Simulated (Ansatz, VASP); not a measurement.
Two plane-wave programs on SbP

```xyz
4
Lattice="1.9833 -6.0557 0.0000 1.9833 6.0557 0.0000 0.0000 0.0000 4.0234" Properties=species:S:1:pos:R:3 pbc="T T T"
Sb    1.9833    4.4730    1.0059
Sb    1.9833   -4.4730    3.0176
P     1.9833    1.9165    1.0059
P     1.9833   -1.9165    3.0176
```

Change from the starting cell: species swapped into the GdGe type (Cmcm, No. 63).

Alike in both runs: task relaxation of cell and atoms; functional PBE; k mesh 12 × 12 × 12; occupations gaussian, width 0.1 eV; no spin polarisation.

```csv
,VASP,Ansatz
version,VASP 6.6.1,Ansatz 0.2.0
potentials or method,"VASP PAW PBE potentials, release 64 (Sb, P)","scalar-relativistic, plane waves, PAW"
plane-wave cutoff (eV),600,420
valence electrons in the cell,20,40
```

|  | VASP | Ansatz | Ansatz less VASP |
| --- | --- | --- | --- |
| gap on the k mesh at the Fermi level, each at its own relaxed structure (eV) | none | none | - |
| relaxed volume (Å³/atom) | 24.10 | 24.13 | +0.026 |
| relaxed cell length with the largest relative difference (Å) | 4.009 | 4.013 | +0.0037 |

A gap of «none» marks a metal or a gap that the smearing closes. The two sets of potentials don't hold the same shells in valence.

The runs have no spin-orbit coupling, so splittings on Sb are missing.
